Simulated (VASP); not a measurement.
KMgF3 (cubic perovskite) relaxed at rising pressure, in one space group throughout; other phases were not tried. The pressures are those reached. Level of theory: PBE GGA, VASP's PBE PAW potentials (set 64) (plane waves; VASP 6.6.1).

| P (GPa) | V (Å³/atom) | k-mesh |
|---|---|---|
| -0.09 | 13.231 | 6×6×6 |
| 5.05 | 12.396 | 6×6×6 |
| 10.06 | 11.793 | 6×6×6 |
| 20.06 | 10.918 | 6×6×6 |
| 29.95 | 10.294 | 6×6×6 |

Question: Fit an equation of state and predict the volume at 44.80 GPa.

Answer: Least squares on the third-order Birch-Murnaghan form, P = (3B0/2)(y⁷ − y⁵)[1 + (3/4)(B′ − 4)(y² − 1)] with y = (V0/V)^(1/3), gives V0 = 13.213 Å³/atom, B0 = 69 GPa and B′ = 4.4, and so 9.602 Å³/atom. The run gave 9.609 Å³/atom, +0.1 % from the fit.

Pressures at which the relaxation failed are left out.

The compound is KMgF3 in the cubic perovskite structure.
